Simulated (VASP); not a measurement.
TaAl:

```
Ta Al
1.0
     0.00000    2.57072    2.74371
     2.41696    0.00000    2.74371
     2.41696    2.57072    0.00000
Ta Al
1 1
Direct
  0.00000 0.00000 0.00000
  0.50000 0.50000 0.50000
```

The cell was built by a generator and needn't be a form met in nature.

| Property | Result |
| --- | --- |
| Program | VASP 6.6.1 |
| Task | relaxation of cell and atoms |
| Functional | PBE |
| Potentials or basis | VASP PAW PBE potentials, release 64 (Ta_pv, Al) |
| Cutoff | 520 eV |
| k mesh | 7 × 7 × 7 |
| Occupations | gaussian, width 0.15 eV |
| Spin | no spin polarisation |

At the start: pressure 14.9 GPa; volume 17.05 Å³/atom.

Q: Where does the relaxation end?

A: Over 7 steps the energy falls by 215.3 meV/atom and the volume is 18.40 Å³/atom (+7.9 %); space group Fm-3m (No. 225, to 0.05 Å).

Step by step:
```tsv
step	energy change (eV)	largest force (eV/Å)	pressure (GPa)	volume (Å³)
1	0.0000	0.0000	14.85	34.10
2	-0.0652	0.0000	-10.15	41.88
3	-0.4205	0.0000	-3.24	37.75
4	-0.4211	0.0000	-2.57	37.57
5	-0.4208	0.0000	-1.89	37.50
6	-0.4278	0.0000	1.25	36.43
7	-0.4307	0.0000	0.22	36.80
```

Final structure:
```
CELL_PARAMETERS angstrom
0.00000 2.63895 2.64279
2.63805 0.00000 2.64279
2.63805 2.63895 0.00000
ATOMIC_POSITIONS crystal
Ta 0.00000 0.00000 0.00000
Al 0.50000 0.50000 0.50000
```
